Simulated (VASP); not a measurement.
Input of a VASP 6.6.1 run:

The input INCAR:

```
  PREC = Accurate
  ENCUT = 520
  EDIFF = 1E-6
  ISMEAR = 0
  SIGMA = 0.1
  LREAL = F
  LASPH = T
  NELM = 100
  ALGO = Fast
  ISIF = 2
  LWAVE = F
  LCHARG = T
  GGA = PE
  LELF = T
  LVHAR = T
  NBANDS = 18
```

The input KPOINTS:

```
Automatic mesh
0
Gamma
  8 8 6
```

File POSCAR:

```
GaC2
1.0
    2.4968428300     -1.4068949100      0.0000000000
    2.4968428300      1.4068949100      0.0000000000
   -0.1034987000      0.0000000000      3.4812205700
Ga C
1 2
Direct
    0.0000000000      0.0000000000      0.0000000000
    0.3176870000      0.3176870000      0.6840320200
    0.6823130000      0.6823130000      0.3159679800
```

Potentials or basis: VASP PAW PBE potentials, release 64 (Ga_d, C).

Command:

```sh
$ cat potpaw_PBE.64/Ga_d/POTCAR potpaw_PBE.64/C/POTCAR > POTCAR
$ mpirun -np 1 vasp_std > vasp.out
```

(1) Estimate the largest force.

(2) What does it give for the band gap on the k mesh?

(3) What does it give for the pressure?

Answers

(1) 5.684 eV/Å.

(2) none (metal or under the smearing width).

(3) 42.7 GPa.

Caveat: a pressure of tens of GPa on the cell as given is suspect, and the run, the potentials or the cell itself is likely at fault; forces of over 1 eV/Å show positions far from the minimum, so gaps and moduli don't describe the material at rest.
